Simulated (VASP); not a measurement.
Level of theory: PBE GGA, VASP's PBE PAW potentials (set 64) (plane waves; VASP 6.6.1).

A VASP calculation is set up with these files.

**POSCAR**
```
Ni3Al
1
    3.4603732095     0.0000000000     0.0000000000
    0.0000000000     3.4603732095     0.0000000000
   -0.0000000000     0.0000000000     3.4603732095
Al Ni
1 3
Direct
  0.0000000000   0.0000000000   0.0000000000
  0.0000000000   0.5000000000   0.5000000000
  0.5000000000   0.0000000000   0.5000000000
  0.5000000000   0.5000000000   0.0000000000
```

### INCAR
```
# general
SYSTEM  = Ni3Al
PREC    = Accurate
ENCUT   = 500
LREAL   = .FALSE.
LASPH   = .TRUE.

# electronic loop
EDIFF   = 1E-6
NELM    = 100
ALGO    = Normal
LMAXMIX = 4

# smearing
ISMEAR  = 1
SIGMA   = 0.1

# functional
GGA     = PE

# spin
ISPIN   = 2
MAGMOM  = -0.0 3*0.3

# ions
IBRION  = 2
NSW     = 40
ISIF    = 3
EDIFFG  = -0.02
PSTRESS = 200

# output
LWAVE   = .FALSE.
LCHARG  = .FALSE.
LORBIT  = 10
```

KPOINTS:
```
Automatic mesh
0
Gamma
9 9 9
0 0 0
```

POTCAR, in this order: Al Ni (PBE.64 set). Program: vasp_std.

The run wrote:

OSZICAR:
```
       N       E                     dE             d eps       ncg     rms          rms(c)
DAV:   1     0.190519372489E+03    0.19052E+03   -0.14340E+04  2824   0.208E+03
DAV:   2    -0.152085390904E+02   -0.20573E+03   -0.19887E+03  2808   0.371E+02
DAV:   3    -0.257609370416E+02   -0.10552E+02   -0.97536E+01  3012   0.112E+02
DAV:   4    -0.260084131777E+02   -0.24748E+00   -0.24022E+00  3232   0.158E+01
DAV:   5    -0.260155969672E+02   -0.71838E-02   -0.71816E-02  3396   0.251E+00    0.207E+01
DAV:   6    -0.261149644521E+02   -0.99367E-01   -0.70435E+01  3128   0.139E+02    0.192E+01
DAV:   7    -0.217274448463E+02    0.43875E+01   -0.19337E+01  3072   0.739E+01    0.302E+00
DAV:   8    -0.216879518038E+02    0.39493E-01   -0.39711E-01  3032   0.584E+00    0.156E+00
DAV:   9    -0.216614532359E+02    0.26499E-01   -0.44227E-02  3640   0.312E+00    0.488E-01
DAV:  10    -0.216613807303E+02    0.72506E-04   -0.18802E-03  3244   0.520E-01    0.376E-01
DAV:  11    -0.216631748001E+02   -0.17941E-02   -0.14955E-03  3468   0.672E-01    0.489E-01
DAV:  12    -0.216608028021E+02    0.23720E-02   -0.16421E-03  3360   0.839E-01    0.409E-01
DAV:  13    -0.216583173033E+02    0.24855E-02   -0.20517E-02  3344   0.261E+00    0.242E-01
DAV:  14    -0.216585519563E+02   -0.23465E-03   -0.20365E-03  3312   0.905E-01    0.104E-01
DAV:  15    -0.216585347327E+02    0.17224E-04   -0.10870E-03  3468   0.639E-01    0.103E-01
DAV:  16    -0.216585009714E+02    0.33761E-04   -0.20404E-04  3336   0.310E-01    0.367E-02
DAV:  17    -0.216584918587E+02    0.91127E-05   -0.38031E-05  3544   0.113E-01    0.834E-03
DAV:  18    -0.216584934311E+02   -0.15724E-05   -0.63414E-06  2648   0.333E-02    0.373E-03
DAV:  19    -0.216584935524E+02   -0.12137E-06   -0.31794E-07  1500   0.105E-02
   1 F= -.16486140E+02 E0= -.16486307E+02  d E =-.164861E+02  mag=     0.0007
```

File OUTCAR:
```
------------------------ aborting loop because EDIFF is reached ----------------------------------------
  FORCE on cell =-STRESS in cart. coord.  units (eV):
  Direction    XX          YY          ZZ          XY          YZ          ZX
  --------------------------------------------------------------------------------------
  Total        5.1347952      5.1347952      5.1347952      0.0000000      0.0000000     -0.0000000
  in kB      198.5477131    198.5477131    198.5477131      0.0000000      0.0000000     -0.0000000
  external PRESSURE =      -1.4522869 kB  Pullay stress =     200.0000000 kB
  volume of cell :       41.44
      direct lattice vectors                 reciprocal lattice vectors
     3.460373210  0.000000000  0.000000000     0.288986170  0.000000000  0.000000000
     0.000000000  3.460373210  0.000000000     0.000000000  0.288986170  0.000000000
     0.000000000  0.000000000  3.460373210     0.000000000  0.000000000  0.288986170
 POSITION                                       TOTAL-FORCE (eV/Angst)
 -----------------------------------------------------------------------------------
      0.00000      0.00000      0.00000         0.000000      0.000000      0.000000
      0.00000      1.73019      1.73019         0.000000      0.000000      0.000000
      1.73019      0.00000      1.73019         0.000000      0.000000      0.000000
      1.73019      1.73019      0.00000         0.000000      0.000000      0.000000
 -----------------------------------------------------------------------------------
    total drift:                                0.000000      0.000000      0.000000
  FREE ENERGIE OF THE ION-ELECTRON SYSTEM (eV)
  ---------------------------------------------------
  free  energy   TOTEN  =       -21.6584935524 eV

  energy  without entropy=      -21.6589965979  energy(sigma->0) =      -21.65866123
  enthalpy is  TOTEN    =       -16.4861396045 eV   P V=        5.1723539479

 total charge

# of ion       s       p       d       tot
------------------------------------------
    1        0.419   0.431   0.000   0.850
    2        0.532   0.597   8.429   9.557
    3        0.532   0.597   8.429   9.557
    4        0.532   0.597   8.429   9.557
--------------------------------------------------
tot          2.015   2.221  25.286  29.521

 magnetization (x)

# of ion       s       p       d       tot
------------------------------------------
    1       -0.000   0.000   0.000   0.000
    2        0.000   0.000  -0.000  -0.000
    3        0.000   0.000  -0.000  -0.000
    4        0.000   0.000  -0.000  -0.000
--------------------------------------------------
tot          0.000   0.000  -0.001  -0.001

 reached required accuracy - stopping structural energy minimisation
```
(Selected blocks of OUTCAR.)

The compound is Ni3Al in the L1_2 structure. It was relaxed first under an external pressure of 20 GPa.
